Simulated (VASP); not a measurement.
Computed with PBE GGA, VASP's PBE PAW potentials (set 64) (plane waves; VASP 6.6.1).

A VASP calculation is set up with these files.

### KPOINTS
```
Automatic mesh
0
Gamma
14 14 10
0 0 0
```

### POSCAR
```
TiAl
1.0
  2.6567818156   0.0000000000   0.0000000000
  0.0000000000   2.6567818156   0.0000000000
  0.0000000000   0.0000000000   3.8194867333
Ti Al
1 1
Cart
  0.0000000000   0.0000000000   0.0000000000
  1.3283909078   1.3283909078   1.9097433667
```

INCAR:
```
IBRION=2   ! conjugate gradients
LWAVE=.False.
SIGMA=0.1   ! width (eV)
LCHARG=.False.
NSW=40   ! most ionic steps
LREAL=.False.
ISMEAR=1   ! Methfessel-Paxton
GGA=PE   ! PBE
EDIFFG=-0.02
SYSTEM=TiAl
ALGO=Normal
NELM=100   ! most electronic steps
EDIFF=1E-6   ! SCF stop (eV)
PREC=Accurate
ISIF=3   ! ions, shape and volume
LASPH=.True.   ! aspherical one-centre terms
LMAXMIX=4   ! l cut-off of mixed one-centre charges
PSTRESS=300   ! kbar
ENCUT=500   ! plane-wave cut-off (eV)
```

POTCAR, in this order: Ti_sv Al (PBE.64 set). Program: vasp_std.

Task: What will the output report for the number of irreducible k-points (NKPTS), largest plane-wave count, number of space-group operations, FFT grid (NGX, NGY, NGZ)?

Result: 
The number of irreducible k-points (NKPTS) comes out as 216, the largest plane-wave count is 700 and the number of space-group operations is 16. The FFT grid (NGX, NGY, NGZ) comes out as 20 × 20 × 28.

The compound is TiAl in the L1_0 structure. This run relaxes it under an external pressure of 30 GPa. Symmetry was kept, so distortions that lower it aren't found. The electron count is odd and the run is not spin-polarised, which forces a metal.
